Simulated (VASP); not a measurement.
Output of a VASP run:

OSZICAR:
```
       N       E                     dE             d eps       ncg     rms          rms(c)
DAV:   1     0.421836749951E+02    0.42184E+02   -0.39344E+03   188   0.676E+02
DAV:   2    -0.118073952785E+01   -0.43364E+02   -0.43111E+02   189   0.188E+02
DAV:   3    -0.193169487586E+01   -0.75096E+00   -0.74970E+00   296   0.245E+01
DAV:   4    -0.193567724723E+01   -0.39824E-02   -0.39808E-02   276   0.192E+00
DAV:   5    -0.193578724560E+01   -0.11000E-03   -0.10999E-03   271   0.157E-01    0.214E+00
DAV:   6    -0.193003326062E+01    0.57540E-02   -0.14662E-02   226   0.136E+00    0.133E+00
DAV:   7    -0.193096009373E+01   -0.92683E-03   -0.16614E-02   205   0.154E+00    0.102E-01
DAV:   8    -0.193041478626E+01    0.54531E-03   -0.27527E-03   206   0.556E-01    0.190E-02
DAV:   9    -0.193043389761E+01   -0.19111E-04   -0.17789E-04   291   0.794E-02    0.113E-02
DAV:  10    -0.193043349774E+01    0.39987E-06   -0.18641E-05   200   0.471E-02    0.227E-03
DAV:  11    -0.193043297462E+01    0.52313E-06   -0.12888E-06   209   0.113E-02
   1 F= -.19304330E+01 E0= -.19302285E+01  d E =-.408979E-03
```

OUTCAR:
```
------------------------ aborting loop because EDIFF is reached ----------------------------------------
  FORCE on cell =-STRESS in cart. coord.  units (eV):
  Direction    XX          YY          ZZ          XY          YZ          ZX
  --------------------------------------------------------------------------------------
  Total       -0.2398922     -0.2398922     -0.2398922      0.0000000      0.0000000      0.0000000
  in kB       -8.8487952     -8.8487952     -8.8487952      0.0000000      0.0000000      0.0000000
  external PRESSURE =      -8.8487952 kB  Pullay stress =       0.0000000 kB
  volume of cell :       43.44
      direct lattice vectors                 reciprocal lattice vectors
     0.000000000  2.790000000  2.790000000    -0.179211470  0.179211470  0.179211470
     2.790000000  0.000000000  2.790000000     0.179211470 -0.179211470  0.179211470
     2.790000000  2.790000000  0.000000000     0.179211470  0.179211470 -0.179211470
 POSITION                                       TOTAL-FORCE (eV/Angst)
 -----------------------------------------------------------------------------------
      0.00000      0.00000      0.00000         0.000000      0.000000      0.000000
 -----------------------------------------------------------------------------------
    total drift:                               -0.000000     -0.000000     -0.000000
  FREE ENERGIE OF THE ION-ELECTRON SYSTEM (eV)
  ---------------------------------------------------
  free  energy   TOTEN  =        -1.9304329746 eV

  energy  without entropy=       -1.9300239953  energy(sigma->0) =       -1.93022848
```
(Selected blocks of OUTCAR.)

### POSCAR
```
Ca
1
    0.0000000000     2.7900000000     2.7900000000
    2.7900000000     0.0000000000     2.7900000000
    2.7900000000     2.7900000000     0.0000000000
Ca
1
Direct
  0.0000000000   0.0000000000   0.0000000000
```

Task: Write an INCAR and KPOINTS that could have produced this output.

Result: Several could match; the one computed here: the input of the run itself, PBE GGA, plane waves, VASP's PBE PAW potentials (set 64).

File KPOINTS:
```
Automatic mesh
0
G
5 5 5
```

INCAR:
```
LASPH = .TRUE.
EDIFF = 1E-6   # SCF stop (eV)
ENCUT = 300   # plane-wave cut-off (eV)
GGA = PE   # PBE
ALGO = Normal   # blocked Davidson
ISIF = 2   # forces and stress, cell fixed
LREAL = .FALSE.   # projection in real space or not
LCHARG = .FALSE.
SIGMA = 0.05   # width (eV)
PREC = Accurate
NELM = 100
SYSTEM = Ca
ISMEAR = 0   # Gaussian
LWAVE = .FALSE.
```

POTCAR, in this order: Ca_sv (PBE.64 set). Program: vasp_std.

At this cut-off the stress carries a Pulay error, which pulls relaxed volumes low.

The structure is a typed Ca crystal. The cell was not relaxed at this level. The run is one of a series of settings (KPOINTS 5×5×5 Γ-centred mesh against the base run), some of them coarse on purpose.
